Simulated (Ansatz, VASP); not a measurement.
# W2CS2 (W2CS2 MXene monolayer) in two plane-wave programs

One calculation is typed for both programs; each brings its own data sets. How far apart do they land? The structure shown is the start of the Ansatz relaxation below; VASP solves that cell, so the two are compared at the walk's first step.

Method: plane waves, with VASP 6.6.1 beside it; single point at PBE with D3(BJ), in Ansatz 0.2.0.

**1. Starting point**

The cell holds 5 atoms: 2 S, 2 W and 1 C. Cell: a = 3.125 Å, b = 3.125 Å, c = 42.950 Å, α = 90.0°, β = 90.0°, γ = 120.0°. Vacuum lies along c.

**2. Ansatz: relaxation, PBE with D3(BJ)**

Ansatz runs on its default PAW (the set named soft_2) files.

The two programs are compared at the cell with which this relaxation starts, whose forces are those of its first step.

input.yaml reads:

```yaml
crystal:
  lattice:
    - [3.125408, 0.0, 0.0]
    - [-1.562704, 2.7066827252, 0.0]
    - [0.0, 0.0, 42.9500848997]
  atoms:
    - { symbol: S, position: [0.3333333333, 0.6666666667, 0.4307325595] }
    - { symbol: W, position: [0.6666666667, 0.3333333333, 0.4712875368] }
    - { symbol: C, position: [0.0, 0.0, 0.5] }
    - { symbol: W, position: [0.3333333333, 0.6666666667, 0.5287124632] }
    - { symbol: S, position: [0.6666666667, 0.3333333333, 0.5692674405] }
  periodic: [true, true, false]
kpoints:
  mp_grid: { grid: [12, 12, 1] }
hamiltonian:
  xc: pbe
  dispersion: d3bj
scf:
  occupations: { method: fermi_dirac, width: 0.05 }
  convergence: { dr2_threshold: 1.0e-09 }
relax:
  f_tol: 0.004
  max_steps: 90
  cell: {}
output:
  write_potential: true
  write_density: true
  volumetric_format: npy
```

On the command line:

```bash
$ ansatz run input.yaml --threads 4 --pin off --max-ram 6144MiB --backend cpu --events-out ev --progress --plain --runs-dir out
```

Numbers of over 12 decimals in the logs are rounded to 6 here.

Output:

```text
Warning: relax.cell: scf.convergence.dr2_threshold = 1e-9 eV is looser than the 1.96536856803e-10 eV advised for a relaxation that steers and ends on the stress (1e-10 eV for each atom of the cell: 5, times the square of relax.cell.stress_2d_tol = 0.05 N/m over 16.0 Å (the atoms' height at the walk's start and 5 Å past either face), 3.135e-2 GPa, over a crystal's default 0.05). What an SCF threshold leaves in a stress goes as its square root, and in the free energy as the threshold itself, and one threshold admits the most on a small cell: [figures from the program's tests cut] Set scf.convergence.dr2_threshold to 1.96536856803e-10 eV or tighter. [rest of the remark cut]
Engine: ansatz 0.2.0, x86_64-unknown-linux-gnu
Pseudopotentials: kind: paw
Pseudopotential: S, paw, valence charge 6, recommended cutoff 420 eV (normal), S.paw.azcp
Pseudopotential: W, paw, valence charge 14, recommended cutoff 420 eV (normal), W.paw.azcp
Pseudopotential: C, paw, valence charge 4, recommended cutoff 420 eV (normal), C.paw.azcp
Functional definition: PBE
  parameter kappa = 0.804
  parameter beta = 0.066725
  exchange = pbe_x(kappa = kappa, mu = beta*pi^2/3)
  correlation = pbe_c(beta = beta)
Crystal: 5 atoms, lattice volume = 363.336 Å³
Basis set: ecut = 420 eV, 7067 PW (Γ), exchange–correlation on 48×48×576 points (8 copies of the dense FFT grid, shifted against one another)
Bands: 27, of which v1, the nominal top of the filled ones, is band 22 counted from 1 (21 counted from 0)
Symmetry: 12 space group operations
Space group: P-3m1 (ITA 164), of the structure as read, at distance tolerance 7.1e-5 Å
k-points: 19 of 144
Non-local potential: S, projectors of the file, l = 0: 2, l = 1: 2, l = 2: 2
Non-local potential: W, projectors of the file, l = 0: 3, l = 1: 2, l = 2: 2, l = 3: 1
Non-local potential: C, projectors of the file, l = 0: 2, l = 1: 2, l = 2: 1
PAW form: soft (Blöchl's): semilocal exchange-correlation on the pseudo side does not see the compensation charge
PAW one-centre angular grid: S, 110 points (default); XC on 64 Gauss nodes
PAW one-centre angular grid: W, 590 points (default); XC on 64 Gauss nodes
PAW one-centre angular grid: C, 110 points (default); XC on 64 Gauss nodes
Initial density: superposition of atomic densities (neutral atoms: chi_scale 0, normalization atom), corrected by the library's trained network
Initial wavefunctions: pseudopotential atomic-orbital guess
Functional: x = pbe(κ = 0.804, μ = 0.219515), c = pbe(β = 0.066725)
SCF iter   1: F=—  HF=-22827.415286 eV  |F-HF|=—  |Δ(HF+E_count)|=         —  Δρ=3.09e-3  dr2=1.22e-1  ethr=1.77e-3  ⟨swp⟩=16.0  Hψ=4217  notcnv=0
preconditioner: auto → LDOS  [metal: Δε(μ)=0.094 eV  Ē_g=7.710 eV  σ=0.050 eV  W_gap=0.38  n_scr=26 (ndim 8)  ℏωp=10.3 eV  f_vac=0.772  D(μ)=3.06/eV (n_scr^D=16)  β→1.0]
SCF iter   2: F=—  HF=-22827.411124 eV  |F-HF|=—  |Δ(HF+E_count)|=   4.16e-3  Δρ=1.71e-3  dr2=2.83e-2  ethr=2.76e-4  ⟨swp⟩=4.4  Hψ=1360  notcnv=0  defer=1
SCF iter   3: F=—  HF=-22827.408428 eV  |F-HF|=—  |Δ(HF+E_count)|=   2.70e-3  Δρ=2.20e-4  dr2=5.22e-4  ethr=6.43e-5  ⟨swp⟩=3.6  Hψ=1147  notcnv=0  defer=1
SCF iter   4: F=—  HF=-22827.408495 eV  |F-HF|=—  |Δ(HF+E_count)|=   6.71e-5  Δρ=5.70e-5  dr2=1.61e-5  ethr=1.19e-6  ⟨swp⟩=3.9  Hψ=1336  notcnv=0  defer=1
SCF iter   5: F=—  HF=-22827.408550 eV  |F-HF|=—  |Δ(HF+E_count)|=   5.45e-5  Δρ=1.77e-5  dr2=1.42e-6  ethr=3.67e-8  ⟨swp⟩=3.5  Hψ=1228  notcnv=0  defer=1
SCF iter   6: F=—  HF=-22827.408544 eV  |F-HF|=—  |Δ(HF+E_count)|=   6.36e-6  Δρ=5.18e-6  dr2=9.38e-8  ethr=3.22e-9  ⟨swp⟩=3.8  Hψ=1291  notcnv=0  defer=1
SCF iter   7: F=—  HF=-22827.408544 eV  |F-HF|=—  |Δ(HF+E_count)|=   4.94e-7  Δρ=1.42e-6  dr2=1.05e-8  ethr=2.13e-10  ⟨swp⟩=3.4  Hψ=1179  notcnv=0  defer=1
SCF iter   8: F=-22827.408544 eV  HF=-22827.408544 eV  |F-HF|=1.57e-8  |Δ(HF+E_count)|=   2.49e-8  Δρ=3.76e-7  dr2=2.73e-10  ethr=2.27e-12  ⟨swp⟩=12.2  Hψ=5677  notcnv=0
SCF 1 converged in 8 iterations: F = -22827.408544 eV  dr2 = 2.73e-10
  greatest PAW one-centre occupation: 1.000 electrons in one spin orbital (limit 2), on the W atom at site 3 (counted from 0), in its partial waves of l = 0
relax step   1: F+E_penalty+E_count = -22827.40854407 eV  Δ(F+E_penalty+E_count) = +0.000e0 eV  max|allowed force component| = 1.325e0 eV/Å  Δτ_max = 0.0000 Å  P = -2.886 N/m  Ω = 363.336 Å³  fix = [c, alpha, beta]  reactions: c -0.000 N/m  (8 SCF iters, accepted)
[...]
relax step   8: F+E_penalty+E_count = -22827.90799140 eV  Δ(F+E_penalty+E_count) = +1.854e-5 eV  max|allowed force component| = 2.223e-3 eV/Å  Δτ_max = 0.0008 Å  P = +0.002 N/m  Ω = 390.633 Å³  energy of the carried Pulay correction = -3.107e-5 eV  fix = [c, alpha, beta]  reactions: c +0.000 N/m  (5 SCF iters, accepted)
[...]
relax step   9: F+E_penalty+E_count = -22827.90801578 eV  Δ(F+E_penalty+E_count) = -2.438e-5 eV  max|allowed force component| = 2.220e-3 eV/Å  Δτ_max = 0.0000 Å  P = +0.002 N/m  Ω = 390.633 Å³  fix = [c, alpha, beta]  reactions: c +0.000 N/m  stress off target by 1.94e-3 N/m on what of the cell is left free  SCF on the basis re-selected at this cell (its energy is not comparable with the rows above)  (3 SCF iters)
basis re-selected at this cell: Δ(F+E_penalty+E_count) = -2.438e-5 eV, ΔP = +0.000 N/m vs the last step (what re-selecting the basis moved, of the pressure what is left beyond the Pulay correction that the steps carried, after the strain that the cell walked since its last selection, with what the two solves' SCF thresholds leave and, on support functions, any second-order correction that the steps lacked; it is no m [...]
WARN: The output density's exchange-correlation potential varies sharply where the density is thin. Do not read a vacuum level from v_tot or v_xc, or from such a field of the output density. On a cell that repeats whose density bears no net charge and no dipole along the vacuum's axis use v_es (v_loc + v_h of the components); under efield.dipole_correction with no amplitude use v_es + v_field, which holds any externa [...]
SCF converged after 3 iterations
Free energy (F): -22827.908016 eV
Harris-Foulkes:  -22827.908016 eV  (|F-HF|=2.36e-10)
Internal energy: -22827.894194 eV  (E = F + TS)
E sigma→0 (E₀):  -22827.901105 eV
Entropy (-TS):   -0.013822 eV (-2.764 meV/atom)
Fermi energy:    -5.001008 eV
--- Per-component energies (eV) ---
  E_band       = -1172.015408
  E_kinetic    = 1207.775648
  E_local      = -170616.134120  (includes V_loc(G=0)·N_el)
  E_nonlocal   = 83.962725
  E_hartree    = 84566.536733
  E_xc         = -777.884867
  E_vxc        = -714.326439  (∫ρ·V_xc dr)
  E_paw        = -18424.483897  (= ΣΔE_a)
  E_vpaw       = -266.371101  (= ΣTr[D̂ρ^β])
  E_aug_tail   = -0.000121  (compensation charges beyond the density's cutoff)
  E_ewald      = 81134.070037
  E_disp       = -1.736332  (pairwise vdW)
  E_smearing   = -0.013822  (= −TS)
  E_closure    = -0.000000  (closes the sum)
  Σ components = -22827.908016   (vs F -22827.908016, Δ=0.00e0)
--- Forces (eV/Å), atoms counted from 1 ---
  atom   1  S      0.00000000     0.00000000    -0.00051347
  atom   2  W      0.00000000    -0.00000000     0.00222000
  atom   3  C      0.00000000     0.00000000     0.00000000
  atom   4  W      0.00000000     0.00000000    -0.00222000
  atom   5  S     -0.00000000    -0.00000000     0.00051347
  max |Σ_I F_I| component: 6.36e-17 eV/Å
--- 2D stress c σ (N/m, compression-positive) ---
        0.001944       0.000000      -0.000000
        0.000000       0.001944      -0.000000
       -0.000000      -0.000000       0.000000
  P = ½ c Tr σ = 0.0019 N/m
--- Band table (eV; the first three rows and the last of 19) ---
  k-point 0: bands = [... 18 lower, -7.5711, -7.5711, -6.1578, -5.6901, -5.6901, -4.3427, -4.3427, -3.9176, ... 1 higher]
  k-point 1: bands = [... 18 lower, -7.7997, -7.4193, -6.6029, -5.6432, -5.4534, -4.3149, -4.1500, -3.5099, ... 1 higher]
  k-point 2: bands = [... 18 lower, -7.7884, -7.5436, -7.2556, -5.6851, -5.1783, -4.1568, -3.5747, -3.5643, ... 1 higher]
  k-point 18: bands = [... 18 lower, -9.2837, -9.2837, -5.7811, -5.7811, -5.5362, -3.3908, -3.3908, -2.6844, ... 1 higher]
  the weakly bound empty levels are not read free of the cell's end (no_gap_told)
--- Relaxed structure (7 steps of the walk, 7 accepted, 2 SCFs on fresh bases) ---
  F+E_penalty+E_count = -22827.90801578 eV   max|allowed force component| = 2.220e-3 eV/Å   (the final SCF, on the basis selected at the relaxed cell)
  cell:  # Å, volume = 390.6328 Å³
    - [3.240687, 0.0, 0]
    - [-1.620343, 2.806517, 0]
    - [0, 0, 42.9500848997]
  atoms:
    - { symbol: S, position: [0.333333, 0.666667, 0.437329] }
    - { symbol: W, position: [0.666667, 0.333333, 0.475082] }
    - { symbol: C, position: [0, 0, 0.5] }
    - { symbol: W, position: [0.333333, 0.666667, 0.524918] }
    - { symbol: S, position: [0.666667, 0.333333, 0.562671] }
```

Reading the cycles: dr2 is the Hartree energy of the density residual (eV), the measure of convergence; HF is the Harris–Foulkes estimate of the energy, which meets the free energy F at convergence.

**3. VASP: single point, PBE with D3(BJ), start cell**

The same cell, functional, mesh and smearing now go to VASP, with its own data sets.

Lines of VASP's logs that name or quote its potential files are left out, and so is its time.

INCAR reads:

```
SYSTEM = W2CS2
PREC = Accurate
ENCUT = 520
EDIFF = 1E-06
NELM = 120
ISMEAR = -1
SIGMA = 0.05
LREAL = .FALSE.
ALGO = Normal
GGA = PE
IVDW = 12
NBANDS = 20
LASPH = .TRUE.
LORBIT = 11
LWAVE = .FALSE.
LCHARG = .FALSE.
ISIF = 2
LDIPOL = .TRUE.
IDIPOL = 3
DIPOL = 0.5 0.5 0.5
LVHAR = .TRUE.
GGA_COMPAT = .FALSE.
NELMDL = -8
KPAR = 2
```

POSCAR reads:

```
W2CS2
1.0
    3.1254080000      0.0000000000      0.0000000000
   -1.5627040000      2.7066830000      0.0000000000
    0.0000000000      0.0000000000     42.9500850000
S W C
2 2 1
Direct
    0.3333333333      0.6666666667      0.4307325585
    0.6666666667      0.3333333333      0.5692674415
    0.6666666667      0.3333333333      0.4712875423
    0.3333333333      0.6666666667      0.5287124577
    0.0000000000      0.0000000000      0.5000000000
```

KPOINTS reads:

```
Automatic mesh
0
Gamma
12 12 1
0 0 0
```

Potentials, in the order of the species: S, W and C (PBE family, release 64).

On the command line:

```bash
$ mpirun -np 2 vasp_std
```

Output:

```text
[banner, memory and clock lines left out]
running    2 mpi-ranks, on    1 nodes
 distrk:  each k-point on    1 cores,    2 groups
 distr:  one band on    1 cores,    1 groups

 POSCAR found type information on POSCAR S W C
 POSCAR found :  3 types and       5 ions
 LDA part: xc-table for (Slater+PW92), standard interpolation
 POSCAR, INCAR and KPOINTS ok, starting setup
 FFT: planning ... GRIDC
 FFT: planning ... GRID_SOFT
 FFT: planning ... GRID
 WAVECAR not read
 entering main loop
       N       E                     dE             d eps       ncg     rms          rms(c)
DAV:   1     0.226573888543E+03    0.22657E+03   -0.92583E+03   760   0.101E+03
DAV:   2    -0.147148688470E+02   -0.24129E+03   -0.23077E+03  1220   0.198E+02
DAV:   3    -0.483482302158E+02   -0.33633E+02   -0.33166E+02   976   0.909E+01
DAV:   4    -0.495351506520E+02   -0.11869E+01   -0.11619E+01  1152   0.196E+01
DAV:   5    -0.495688572461E+02   -0.33707E-01   -0.33400E-01  1076   0.282E+00
DAV:   6    -0.495700976526E+02   -0.12404E-02   -0.12379E-02  1128   0.560E-01
DAV:   7    -0.495701605098E+02   -0.62857E-04   -0.62825E-04  1092   0.110E-01
DAV:   8    -0.495701641245E+02   -0.36146E-05   -0.36146E-05  1072   0.265E-02    0.400E+01
DAV:   9    -0.448258549562E+02    0.47443E+01   -0.27139E+01  1088   0.267E+01    0.154E+01
DAV:  10    -0.447152125245E+02    0.11064E+00   -0.53985E+00  1012   0.142E+01    0.946E+00
DAV:  11    -0.443830718655E+02    0.33214E+00   -0.14947E+00  1008   0.822E+00    0.153E+00
DAV:  12    -0.443730258740E+02    0.10046E-01   -0.16759E-01   988   0.290E+00    0.482E-01
DAV:  13    -0.443738597889E+02   -0.83391E-03   -0.27329E-02  1092   0.983E-01    0.221E-01
DAV:  14    -0.443731259925E+02    0.73380E-03   -0.17601E-03  1084   0.265E-01    0.147E-01
[...]
DAV:  19    -0.443729823108E+02   -0.14558E-03   -0.22724E-05   928   0.220E-02    0.104E-02
DAV:  20    -0.443729984984E+02   -0.16188E-04   -0.31500E-06   864   0.899E-03    0.292E-03
DAV:  21    -0.443730329367E+02   -0.34438E-04   -0.31791E-06   768   0.774E-03    0.169E-03
DAV:  22    -0.443730490272E+02   -0.16090E-04   -0.45189E-07   584   0.426E-03    0.149E-03
DAV:  23    -0.443730666043E+02   -0.17577E-04   -0.56637E-07   644   0.257E-03    0.831E-04
DAV:  24    -0.443730707691E+02   -0.41648E-05   -0.95730E-08   548   0.141E-03    0.401E-04
DAV:  25    -0.443730742827E+02   -0.35136E-05   -0.83106E-08   488   0.127E-03    0.795E-04
DAV:  26    -0.443730752345E+02   -0.95176E-06   -0.34759E-08   448   0.806E-04
   1 F= -.46134391E+02 E0= -.46121721E+02  d E =-.253409E-01
```

From OUTCAR (step 3):

```text
ion  position               nearest neighbor table
   1  0.333  0.667  0.431-   3 2.51   3 2.51   3 2.51
   2  0.667  0.333  0.569-   4 2.51   4 2.51   4 2.51
   3  0.667  0.333  0.471-   5 2.19   5 2.19   5 2.19   1 2.51   1 2.51   1 2.51   4 3.06   4 3.06
                             4 3.06
   4  0.333  0.667  0.529-   5 2.19   5 2.19   5 2.19   2 2.51   2 2.51   2 2.51   3 3.06   3 3.06
                             3 3.06
   5  0.000  0.000  0.500-   3 2.19   4 2.19   3 2.19   4 2.19   3 2.19   4 2.19

  LATTYP: Found a hexagonal cell.
 ALAT       =     3.1254080000
 C/A-ratio  =    13.7422330141

 Subroutine GETGRP returns: Found 12 space group operations
 (whereof 12 operations were pure point group operations)

The static configuration has the point symmetry D_3d.

 Found     19 irreducible k-points:

   k-points           NKPTS =     19   k-points in BZ     NKDIM =     19   number of bands    NBANDS=     20

   dimension x,y,z NGX =    24 NGY =   24 NGZ =  320
   dimension x,y,z NGXF=    48 NGYF=   48 NGZF=  640

   ENCUT  =  520.0 eV  38.22 Ry    6.18 a.u.   5.81  5.81 79.86*2*pi/ulx,y,z

   NELECT =      28.0000    total number of electrons

 k-points in reciprocal lattice and weights: Automatic mesh
   0.00000000  0.00000000  0.00000000       0.007
   0.08333333 -0.00000000  0.00000000       0.042
   0.16666667 -0.00000000  0.00000000       0.042
   0.25000000 -0.00000000  0.00000000       0.042
   0.33333333 -0.00000000  0.00000000       0.042
   0.41666667 -0.00000000  0.00000000       0.042
   0.50000000 -0.00000000  0.00000000       0.021
   0.08333333  0.08333333  0.00000000       0.042
   0.16666667  0.08333333  0.00000000       0.083
[...]
0.33333333  0.25000000  0.00000000       0.083
   0.33333333  0.33333333  0.00000000       0.014

 dipolmoment           0.000000      0.000000      0.000000 electrons x Angstroem

 average (electrostatic) potential at core
       1 -94.5502       2 -94.5502       3 -49.3283       4 -49.3283       5 -58.3786

 E-fermi :  -2.3442

 k-point     1 :       0.0000    0.0000    0.0000
  band No.  band energies     occupation
    ...
     11      -4.4153      2.00000
     12      -3.9643      2.00000
     13      -3.9643      2.00000
     14      -2.5037      1.92087
     15      -2.5037      1.92087
     16      -2.0977      0.01434
     17      -2.0977      0.01434
     18      -1.1503      0.00000
     19      -0.4298      0.00000
     20      -0.4298      0.00000

 k-point     2 :       0.0833   -0.0000    0.0000
  band No.  band energies     occupation
    ...
     11      -4.4296      2.00000
     12      -4.2810      2.00000
     13      -4.2635      2.00000
     14      -2.6967      1.99827
     15      -2.5285      1.95111
     16      -2.0242      0.00332
     17      -1.7905      0.00003
     18      -0.8798      0.00000
     19      -0.6192      0.00000
     20      -0.4260      0.00000

 k-point     3 :       0.1667   -0.0000    0.0000
  band No.  band energies     occupation
    ...
     11      -4.8936      2.00000
     12      -4.5015      2.00000
     13      -4.4900      2.00000
     14      -2.9630      1.99999
     15      -2.6867      1.99788
     16      -1.8771      0.00018
     17      -1.2249      0.00000
     18      -1.1207      0.00000
     19      -0.4546      0.00000
     20       0.1627      0.00000

 Edisp (eV)   -1.76132

  Total      -1.93074    -1.93074    -8.25189    -0.00000     0.00000     0.00000
  in kB      -8.51385    -8.51385   -36.38783    -0.00000     0.00000     0.00000
  external pressure =      -17.81 kB  Pullay stress =        0.00 kB

  energy-cutoff  :      520.00
  volume of cell :      363.34
      direct lattice vectors                 reciprocal lattice vectors
     3.125408000  0.000000000  0.000000000     0.319958226  0.184727949  0.000000000
    -1.562704000  2.706683000  0.000000000     0.000000000  0.369455899  0.000000000
     0.000000000  0.000000000 42.950085000     0.000000000  0.000000000  0.023282841

 POSITION                                       TOTAL-FORCE (eV/Angst)
 -----------------------------------------------------------------------------------
     -0.00000      1.80446     18.50000        -0.000000      0.000000      1.383449
      1.56270      0.90223     24.45009        -0.000000     -0.000000     -1.383449
      1.56270      0.90223     20.24184         0.000000      0.000000     -0.006325
     -0.00000      1.80446     22.70824         0.000000      0.000000      0.006325
      0.00000      0.00000     21.47504         0.000000      0.000000     -0.000000
 -----------------------------------------------------------------------------------
    total drift:                                0.000000     -0.000000      0.000000

  FREE ENERGIE OF THE ION-ELECTRON SYSTEM (eV)
  ---------------------------------------------------
  free  energy   TOTEN  =       -46.1343910123 eV

  energy  without entropy=      -46.1090500875  energy(sigma->0) =      -46.12172055

 vacuum level on the upper side and lower side of the slab         2.535         2.535

 total charge
# of ion       s       p       d       tot
------------------------------------------
    1        1.368   2.306   0.000   3.674
    2        1.368   2.306   0.000   3.674
    3        0.543   0.697   4.189   5.430
    4        0.543   0.697   4.189   5.430
    5        0.863   1.554   0.000   2.416
--------------------------------------------------
tot          4.686   7.559   8.379  20.624

[... 3 further parts left out ...]
```

**4. Differences**

Known differences besides the potentials themselves: Ansatz cuts the interaction across the vacuum, VASP repeats the sheet with a dipole correction; the data sets hold 44 valence electrons in Ansatz (on its default PAW (the set named soft_2) files) and 28 in VASP; the cutoff is 420 eV in Ansatz and 520 eV in VASP. Total energies have different zeros and are not compared.

Forces (eV/Å; atoms numbered as in POSCAR):

```
atom        Ansatz x, y, z          VASP x, y, z
  S1   0.000, 0.000, 1.325   0.000, 0.000, 1.383
  S2  0.000, 0.000, -1.325  0.000, 0.000, -1.383
  W3   0.000, 0.000, 0.026  0.000, 0.000, -0.006
  W4  0.000, 0.000, -0.026   0.000, 0.000, 0.006
  C5   0.000, 0.000, 0.000   0.000, 0.000, 0.000
```

The forces differ by 24 meV/Å r.m.s., which is 4.8 % of the r.m.s. force of 0.505 eV/Å (both taken over all components). With vacuum in the cell, a pressure given here is an average over mostly empty space and none of the material.

**5. What the set-up changes**

Further runs change the set-up of one program: Ansatz's method, potentials or start, or VASP's data sets, cutoff or form of LDA. The table gives that difference for each run.

```
                                  run  r.m.s. force difference (meV/Å)
                             as above                               24
VASP with the data sets S, W_sv and C                               14
```

**6. Summary of results**

```yaml
r_m_s_force_difference_single_point_pbe_with_d3_bj_start_cell: 4.8 % of the r.m.s. force
```

The r.m.s. force difference is 4.8 % of the r.m.s. force (single point, PBE with D3(BJ), start cell), beyond the 3 % picked in this series as the mark of a large difference. The data sets hold unlike numbers of valence electrons (44 in Ansatz and 28 in VASP), so part of the differences comes from the potentials. Single point, PBE with D3(BJ), start cell, VASP with the data sets S, W_sv and C: r.m.s. force difference goes from 24 to 14 meV/Å. 1 further run of this series is not shown here. Such differences can come from data sets, numerical settings and the points named under the comparisons, not from the functional's error against experiment.

[Lines on the potential files, build, host, timing and source positions are cut from VASP's logs without a mark.]

[Logs are printed without paths, hosts, clocks, repeated set-up lines and the standing remarks that a program may print on its own settings, such as how far it seeks lower states.]

[Hosts, paths, dates, database ids (printed as entryN), source tags and the programs' standing remarks are cut or masked in the printed files.]
